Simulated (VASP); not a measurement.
The system is Hf.

```
Hf
1.0
     3.17000    0.00000    0.00000
    -1.58500    2.74530    0.00000
     0.00000    0.00000    5.00000
Hf
2
Direct
  0.33333 0.66667 0.25000
  0.66667 0.33333 0.75000
```

The cell was built by a generator and needn't be a form met in nature.

- Program: VASP 6.6.1
- Task: relaxation of cell and atoms
- Functional: PBE
- Potentials or basis: VASP PAW PBE potentials, release 64 (Hf_pv)
- Cutoff: 600 eV
- k mesh: 16 × 16 × 8
- Occupations: methfessel-paxton, width 0.1 eV
- Spin: no spin polarisation

At the start: pressure 3.6 GPa; volume 21.76 Å³/atom.

Task: Where does the relaxation end?

Result: Over 8 steps the energy falls by 7.7 meV/atom and the volume is 22.46 Å³/atom (+3.2 %); space group P6_3/mmc (No. 194, to 0.05 Å).

The path:
```
step  energy change (eV)  largest force (eV/Å)  pressure (GPa)  volume (Å³)
   1              0.0000                0.0000            3.61        43.51
   2              0.0067                0.0000           -3.93        46.67
   3             -0.0154                0.0000           -0.02        44.92
   4             -0.0154                0.0000            0.04        44.90
   5             -0.0154                0.0000            0.04        44.90
   6             -0.0154                0.0000            0.04        44.90
   7             -0.0154                0.0000           -0.05        44.93
   8             -0.0154                0.0000            0.01        44.91
```

Final structure:
```
Hf
1.0
     3.20178    0.00000    0.00000
    -1.60089    2.77283    0.00000
     0.00000    0.00000    5.05867
Hf
2
Direct
  0.33333 0.66667 0.25000
  0.66667 0.33333 0.75000
```
